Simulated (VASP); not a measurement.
Given:

```yaml
crystal:
  lattice:
    - [0.00000, 2.40494, 2.40494]
    - [2.40494, 0.00000, 2.40494]
    - [2.40494, 2.40494, 0.00000]
  atoms:
    - { symbol: Li, position: [0.00000, 0.00000, 0.00000] }
    - { symbol: Cl, position: [0.50000, 0.50000, 0.50000] }
```

These are PBE GGA, VASP's PBE PAW potentials (set 64) (plane waves; VASP) values and carry that method's errors. Settings: 620 eV cut-off, 9×9×9 Γ-centred mesh, Gaussian smearing of 0.050 eV, potentials Li_sv Cl.

Q: What does the run give for the energy per atom (σ→0), pressure?

A: 
The energy per atom (σ→0) is -3610 meV/atom and the pressure is 9.96 GPa.

Total energies compare only between runs with the same potentials, cut-off and functional.

The compound is LiCl in the rock salt structure. It was relaxed first under an external pressure of 10 GPa.
